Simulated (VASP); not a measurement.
Here is the system:

```xyz
1
Lattice="0.0000 2.0773 2.0773 2.0773 0.0000 2.0773 2.0773 2.0773 0.0000" Properties=species:S:1:pos:R:3 pbc="T T T"
Au     0.0000     0.0000     0.0000
```

Calculation: PBE GGA, VASP's PBE PAW potentials (set 64) (plane waves; VASP). Run with 480 eV cut-off, 14×14×14 Γ-centred mesh, first-order Methfessel-Paxton smearing of 0.10 eV, potentials Au.

Each relaxation starts from this cell; other phases were not tried.

Problem. The cell is relaxed at 2 GPa. What happens?

Solution. The volume per atom goes from 17.93 to 17.68 Å³ (-1.4 %), and the cell becomes a = b = c = 4.136 Å, α = β = γ = 90.00°, space group Fm-3m.

Problem. The cell is relaxed at 30 GPa. What happens?

Solution. The volume per atom goes from 17.93 to 15.58 Å³ (-13.1 %), and the cell becomes a = b = c = 3.965 Å, α = β = γ = 90.00°, space group Fm-3m.

Failed runs are left out, and for metals the shear rows, which the mesh's noise covers.

The compound is Au in the fcc structure.
